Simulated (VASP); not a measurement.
Given:

```xyz
3
Lattice="4.0416 0.0000 0.0000 -2.0208 3.5002 0.0000 0.0000 0.0000 5.2612" Properties=species:S:1:pos:R:3 pbc="T T T"
Ba     0.0000     0.0000     0.0000
Si     2.0208     1.1667     2.9643
Si     0.0000     2.3334     2.2969
```

Level of theory: PBEsol GGA, VASP's PBE PAW potentials (set 64) (plane waves; VASP 6.6.1). Numerical set-up: 400 eV cut-off, Gaussian smearing of 0.050 eV, potentials Ba_sv Si.

Give the energies of bands 6 to 12 at the high-symmetry points, in eV from the Fermi level.

| band | Γ | M | K | A | L | H |
|---|---|---|---|---|---|---|
| 6 | -2.85 | -7.59 | -7.81 | -4.72 | -6.98 | -8.21 |
| 7 | -1.86 | -3.21 | -4.93 | -1.62 | -3.25 | -4.08 |
| 8 | -1.86 | -2.82 | -2.17 | -1.62 | -2.17 | -1.38 |
| 9 | -1.17 | -0.90 | -2.17 | 0.35 | -1.66 | -1.38 |
| 10 | 0.29 | 0.01 | 2.06 | 0.80 | 0.49 | 1.89 |
| 11 | 2.04 | 1.32 | 2.06 | 0.80 | 2.29 | 3.20 |
| 12 | 2.04 | 2.08 | 3.44 | 1.29 | 2.55 | 3.20 |

It has no gap at this level: it comes out as a metal or semimetal.

The structure comes from a computed database's BaSi2 entry (P-3m1); how it stands against other phases isn't given here. It was relaxed first.
